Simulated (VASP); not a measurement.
Computed with rev-vdW-DF2, VASP's PBE PAW potentials (set 64) (plane waves; VASP 6.6.1).

Input for VASP

### INCAR
```
! general
SYSTEM   = MoTe2
PREC     = Accurate
ENCUT    = 520   ! plane-wave cut-off (eV)
LREAL    = .FALSE.   ! projection in real space or not
LASPH    = .TRUE.   ! aspherical one-centre terms

! electronic loop
EDIFF    = 1E-6
NELM     = 100
ALGO     = Normal
LMAXMIX  = 4   ! l cut-off of mixed one-centre charges

! smearing
ISMEAR   = 0   ! Gaussian
SIGMA    = 0.05

! functional
GGA      = MK
LUSE_VDW = .TRUE.
AGGAC    = 0.0
PARAM1   = 0.1234568
PARAM2   = 0.7114
ZAB_VDW  = -1.8867

! ions
IBRION   = 2
NSW      = 60
ISIF     = 3   ! ions, shape and volume
EDIFFG   = -0.02   ! ionic stop

! output
LWAVE    = .FALSE.
LCHARG   = .FALSE.
```

File KPOINTS:
```
K-points
0
Gamma
7 7 2
0 0 0
```

**POSCAR**
```
MoTe2
1.0
  1.7675465839  -3.0614800613   0.0000000000
  1.7675465839   3.0614800613   0.0000000000
  0.0000000000   0.0000000000  14.0355924448
Te Mo
4 2
Cart
  1.7675465839   1.0204953948  12.3421593027
  1.7675465839  -1.0204953948   5.3243630803
  1.7675465839  -1.0204953948   1.6934331421
  1.7675465839   1.0204953948   8.7112293645
  1.7675465839   1.0204953948   3.5088981112
  1.7675465839  -1.0204953948  10.5266943336
```

POTCAR, in this order: Te Mo_sv (PBE.64 set). Program: vasp_std.

Question: What will the output report for the number of irreducible k-points (NKPTS), largest plane-wave count, number of space-group operations, FFT grid (NGX, NGY, NGZ)?

Answer: 
The number of irreducible k-points (NKPTS) is 16. The largest plane-wave count is 4145, the number of space-group operations is 24 and the FFT grid (NGX, NGY, NGZ) is 28 × 28 × 108.

The compound is MoTe2 in the 2H layered structure. It was relaxed first. The start is the result of an earlier pass.
